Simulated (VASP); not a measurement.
Al4B3P:

```
Al B P
1.0
     2.88856   -3.61094    0.00000
     2.88856    3.61094    0.00000
     0.00000    0.00000    4.97387
Al B P
4 3 1
Direct
  0.00000 0.50000 0.72457
  0.50000 0.00000 0.27543
  0.00000 0.50000 0.27543
  0.50000 0.00000 0.72457
  0.15272 0.15272 0.00000
  0.84728 0.84728 0.00000
  0.50000 0.50000 0.50000
  0.50000 0.50000 0.00000
```

The cell was built by a generator and needn't be a form met in nature.

* Program: VASP 6.6.1
* Task: relaxation of cell and atoms
* Functional: PBE
* Potentials or basis: VASP PAW PBE potentials, release 64 (Al, B, P)
* Cutoff: 520 eV
* k mesh: 3 × 3 × 3
* Occupations: gaussian, width 0.15 eV
* Spin: no spin polarisation

At the start: pressure 4.6 GPa; volume 12.97 Å³/atom.

Question: Where does the relaxation end?

Answer: Over 11 steps the energy falls by 185.9 meV/atom and the volume is 13.46 Å³/atom (+3.8 %); space group Cmmm (No. 65, to 0.05 Å).

Step by step:
```csv
step,energy change (eV),largest force (eV/Å),pressure (GPa),volume (Å³)
1,0.0000,3.0441,4.55,103.76
2,-0.9375,1.2132,-0.78,109.05
3,-1.0296,0.8438,-0.63,107.62
4,-1.3307,0.2993,-0.33,107.36
5,-1.4150,1.5878,1.01,106.93
6,-1.4225,1.2728,0.67,107.03
7,-1.4311,0.4997,0.14,107.74
8,-1.4843,0.2653,0.22,107.39
9,-1.4843,0.2258,0.23,107.41
10,-1.4843,0.2334,0.24,107.40
11,-1.4874,0.0449,-0.12,107.66
```

Final structure:
```
Al B P
1.0
     3.13522   -3.30343    0.00000
     3.13522    3.30343    0.00000
     0.00000    0.00000    5.19723
Al B P
4 3 1
Cartesian
  1.5676 1.6517 3.8678
  1.5676 -1.6517 1.3294
  1.5676 1.6517 1.3294
  1.5676 -1.6517 3.8678
  0.8392 0.0000 0.0000
  5.4313 0.0000 0.0000
  3.1352 0.0000 2.5986
  3.1352 0.0000 0.0000
```

Caveat: the k mesh is coarse (spacing up to 0.46 Å⁻¹), so the values aren't converged.
